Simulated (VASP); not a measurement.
Output of a VASP run:

File OSZICAR:
```
...
DAV:   6    -0.586196670197E+02    0.66627E-03   -0.84768E-04   668   0.256E-01    0.496E-02
DAV:   7    -0.586196763421E+02   -0.93225E-05   -0.27230E-04  1002   0.129E-01    0.248E-02
DAV:   8    -0.586196693171E+02    0.70250E-05   -0.17831E-05   991   0.468E-02    0.865E-03
DAV:   9    -0.586196677206E+02    0.15965E-05   -0.10071E-06   424   0.115E-02    0.364E-03
DAV:  10    -0.586196676034E+02    0.11717E-06   -0.13955E-06   409   0.559E-03
   2 F= -.56006094E+02 E0= -.56006009E+02  d E =0.323860E-01
       N       E                     dE             d eps       ncg     rms          rms(c)
DAV:   1    -0.591215759446E+02   -0.50191E+00   -0.76508E+00   659   0.370E+01    0.565E+00
DAV:   2    -0.593038966011E+02   -0.18232E+00   -0.98249E+00   952   0.378E+01    0.574E+00
DAV:   3    -0.587644777531E+02    0.53942E+00   -0.37767E+00   952   0.224E+01    0.106E+00
DAV:   4    -0.587577429605E+02    0.67348E-02   -0.60377E-02   741   0.182E+00    0.420E-01
DAV:   5    -0.587558067399E+02    0.19362E-02   -0.95268E-03   992   0.109E+00    0.115E-01
DAV:   6    -0.587557435067E+02    0.63233E-04   -0.39370E-04   851   0.173E-01    0.256E-02
DAV:   7    -0.587557456635E+02   -0.21569E-05   -0.33567E-05   981   0.486E-02    0.139E-02
DAV:   8    -0.587557477396E+02   -0.20760E-05   -0.23666E-06   481   0.216E-02    0.203E-03
DAV:   9    -0.587557478115E+02   -0.71864E-07   -0.80422E-07   404   0.688E-03
   3 F= -.56064996E+02 E0= -.56064871E+02  d E =-.265169E-01
       N       E                     dE             d eps       ncg     rms          rms(c)
DAV:   1    -0.587547467548E+02    0.10010E-02   -0.13642E-03   651   0.492E-01    0.755E-02
DAV:   2    -0.587547734297E+02   -0.26675E-04   -0.16472E-03   952   0.487E-01    0.733E-02
DAV:   3    -0.587546852907E+02    0.88139E-04   -0.63372E-04   957   0.297E-01    0.147E-02
DAV:   4    -0.587546846538E+02    0.63689E-06   -0.13396E-05   781   0.325E-02    0.304E-03
DAV:   5    -0.587546845893E+02    0.64478E-07   -0.38165E-07   319   0.582E-03
   4 F= -.56064994E+02 E0= -.56064869E+02  d E =-.265144E-01
       N       E                     dE             d eps       ncg     rms          rms(c)
DAV:   1    -0.587540027091E+02    0.68194E-03   -0.13089E-01   638   0.211E+00    0.910E-02
DAV:   2    -0.587541897983E+02   -0.18709E-03   -0.27519E-03   850   0.412E-01    0.544E-02
DAV:   3    -0.587541733020E+02    0.16496E-04   -0.27553E-04   976   0.198E-01    0.419E-02
DAV:   4    -0.587541651023E+02    0.81997E-05   -0.15589E-04   979   0.149E-01    0.234E-02
DAV:   5    -0.587541577518E+02    0.73505E-05   -0.39414E-05   971   0.754E-02    0.403E-03
DAV:   6    -0.587541577764E+02   -0.24578E-07   -0.55151E-07   374   0.730E-03
   5 F= -.56065682E+02 E0= -.56065543E+02  d E =-.688034E-03
       N       E                     dE             d eps       ncg     rms          rms(c)
DAV:   1    -0.587530908565E+02    0.10669E-02   -0.11705E-01   638   0.199E+00    0.853E-02
DAV:   2    -0.587532576505E+02   -0.16679E-03   -0.24381E-03   855   0.388E-01    0.512E-02
DAV:   3    -0.587532436885E+02    0.13962E-04   -0.23864E-04   971   0.184E-01    0.393E-02
DAV:   4    -0.587532366942E+02    0.69943E-05   -0.14106E-04   979   0.141E-01    0.225E-02
DAV:   5    -0.587532298568E+02    0.68374E-05   -0.36550E-05   976   0.726E-02    0.375E-03
DAV:   6    -0.587532298816E+02   -0.24791E-07   -0.50770E-07   379   0.695E-03
   6 F= -.56065902E+02 E0= -.56065749E+02  d E =-.908334E-03
```

File OUTCAR:
```
------------------------ aborting loop because EDIFF is reached ----------------------------------------
  FORCE on cell =-STRESS in cart. coord.  units (eV):
  Direction    XX          YY          ZZ          XY          YZ          ZX
  --------------------------------------------------------------------------------------
  Total        2.7398791      2.7398791      2.7398791     -0.0000000     -0.0000000      0.0000000
  in kB       50.9777663     50.9777663     50.9777663     -0.0000000     -0.0000000      0.0000000
  external PRESSURE =       0.9777663 kB  Pullay stress =      50.0000000 kB
  volume of cell :       86.11
      direct lattice vectors                 reciprocal lattice vectors
     4.415911829 -0.000000000 -0.000000000     0.226453797 -0.000000000  0.000000000
     0.000000000  4.415911829  0.000000000     0.000000000  0.226453797  0.000000000
    -0.000000000 -0.000000000  4.415911829    -0.000000000 -0.000000000  0.226453797
 POSITION                                       TOTAL-FORCE (eV/Angst)
 -----------------------------------------------------------------------------------
      3.80957      2.81430      1.60161        -0.001453      0.001453     -0.001453
      1.60161      3.80957      2.81430        -0.001453     -0.001453      0.001453
      0.60635      0.60635      0.60635         0.001453      0.001453      0.001453
      2.81430      1.60161      3.80957         0.001453     -0.001453     -0.001453
      0.70121      1.50674      2.90917         0.000018     -0.000018      0.000018
      2.90917      0.70121      1.50674         0.000018      0.000018     -0.000018
      3.71470      3.71470      3.71470        -0.000018     -0.000018     -0.000018
      1.50674      2.90917      0.70121        -0.000018      0.000018      0.000018
 -----------------------------------------------------------------------------------
    total drift:                               -0.000001     -0.000001     -0.000000
  FREE ENERGIE OF THE ION-ELECTRON SYSTEM (eV)
  ---------------------------------------------------
  free  energy   TOTEN  =       -58.7532298816 eV

  energy  without entropy=      -58.7529229271  energy(sigma->0) =      -58.75307640
  enthalpy is  TOTEN    =       -56.0659023458 eV   P V=        2.6873275358

 reached required accuracy - stopping structural energy minimisation
```
(Selected blocks of OUTCAR.)

File POSCAR:
```
FeSi
1
    4.4468161542     0.0000000000     0.0000000000
    0.0000000000     4.4468161542     0.0000000000
    0.0000000000     0.0000000000     4.4468161542
Fe Si
4 4
Direct
  0.8633903453   0.6366096547   0.3633903453
  0.3633903453   0.8633903453   0.6366096547
  0.1366096547   0.1366096547   0.1366096547
  0.6366096547   0.3633903453   0.8633903453
  0.1590661058   0.3409338942   0.6590661058
  0.6590661058   0.1590661058   0.3409338942
  0.8409338942   0.8409338942   0.8409338942
  0.3409338942   0.6590661058   0.1590661058
```

Problem. Write an INCAR and KPOINTS that could have produced this output.

Solution. One answer among several that fit: the input of the run itself, PBE GGA, plane waves, VASP's PBE PAW potentials (set 64).

**KPOINTS**
```
Automatic
0
Gamma
 5 5 5
0 0 0
```

INCAR:
```
SYSTEM = FeSi
PREC = Accurate
ENCUT = 500
EDIFF = 1E-6
NELM = 100
ALGO = Normal
LREAL = .FALSE.
LASPH = .TRUE.
ISMEAR = 0
SIGMA = 0.05
GGA = PE
LMAXMIX = 4
LWAVE = .FALSE.
LCHARG = .FALSE.
IBRION = 2
ISIF = 3
NSW = 40
EDIFFG = -0.02
PSTRESS = 50
```

POTCAR, in this order: Fe Si (PBE.64 set). Program: vasp_std.

Energy and stress use the plane-wave basis of the starting cell.

The compound is FeSi in the B20 structure. This run relaxes it under an external pressure of 5 GPa. Symmetry was kept, so distortions that lower it aren't found. The run is not spin-polarised, so no magnetic state was tried.
